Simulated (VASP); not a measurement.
Input for VASP

KPOINTS:
```
Automatic mesh
0
Gamma
9 9 9
0 0 0
```

INCAR:
```
# general
SYSTEM = AlP
PREC   = Accurate
ENCUT  = 520
LREAL  = .False.
LASPH  = .True.

# electronic loop
EDIFF  = 1E-7
NELM   = 100
ALGO   = Normal

# smearing
ISMEAR = -5

# functional
GGA    = RE

# ions
ISIF   = 2

# output
LWAVE  = .False.
LCHARG = .True.
LORBIT = 11
NEDOS  = 601
```

File POSCAR:
```
AlP
1
    0.0000000000     2.7650810615     2.7650810615
    2.7650810615     0.0000000000     2.7650810615
    2.7650810615     2.7650810615     0.0000000000
Al P
1 1
Direct
  0.0000000000   0.0000000000   0.0000000000
  0.2500000000   0.2500000000   0.2500000000
```

POTCAR, in this order: Al P (PBE.64 set). Program: vasp_std.

Task: Translate this revPBE calculation to Quantum ESPRESSO's pw.x.

Result: One equivalent input (not run):
```
&CONTROL
  calculation = 'scf'
  pseudo_dir = './pseudo'
  outdir = './out'
  tprnfor = .true.
  tstress = .true.
/
&SYSTEM
  ibrav = 0
  nat = 2
  ntyp = 2
  ecutwfc = 44
  occupations = 'tetrahedra'
  input_dft = 'revpbe'
/
&ELECTRONS
  conv_thr = 7.3e-09
  electron_maxstep = 100
/
ATOMIC_SPECIES
  Al 26.982 Al.upf
  P 30.974 P.upf
CELL_PARAMETERS angstrom
     0.0000000    2.7650811    2.7650811
     2.7650811    0.0000000    2.7650811
     2.7650811    2.7650811    0.0000000
ATOMIC_POSITIONS crystal
  Al   0.0000000  0.0000000  0.0000000
  P    0.2500000  0.2500000  0.2500000
K_POINTS automatic
  9 9 9 0 0 0
```
The two are equivalent in intent, not identical: the potentials are each code's own (VASP's PAW set, PseudoDojo norm-conserving files in pw.x), so ENCUT and ecutwfc are chosen apart and not converted; conv_thr bounds pw.x's estimated SCF error, while EDIFF bounds the energy change between steps.

The compound is AlP in the zinc blende structure. It was relaxed first.
